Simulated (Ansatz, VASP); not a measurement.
## CsWS3 in VASP and in Ansatz

```xyz
5
Lattice="4.8338 0.0000 0.0000 0.0000 4.8338 0.0000 0.0000 0.0000 4.8338" Properties=species:S:1:pos:R:3 pbc="T T T"
Cs    2.4169    2.4169    2.4169
W     0.0000    0.0000    0.0000
S     2.4169    0.0000    0.0000
S     0.0000    2.4169    0.0000
S     0.0000    0.0000    2.4169
```

Alike in both runs: functional PBE; k mesh 8 × 8 × 8; occupations gaussian, width 0.1 eV; no spin polarisation.

Ansatz relaxed the structure, and its values are those at the end. VASP's run is a single point on that final structure, the one shown.

|  | VASP | Ansatz |
| --- | --- | --- |
| version | VASP 6.6.1 | Ansatz 0.2.0 |
| potentials or method | VASP PAW PBE potentials, release 64 (Cs_sv, W_sv, S) | scalar-relativistic, plane waves, PAW |
| plane-wave cutoff (eV) | 520 | 420 |
| valence electrons in the cell | 41 | 41 |

Ansatz gave:

| Quantity | Value |
| --- | --- |
| gap on the k mesh at the Fermi level (eV) | none |
| pressure (GPa) | 0.0 |

Which values does VASP return?

gap on the k mesh at the Fermi level (eV): none; pressure (GPa): 0.1.

A gap of «none» marks a metal or a gap that the smearing closes.

The runs have no spin-orbit coupling, so splittings on Cs, W are missing.
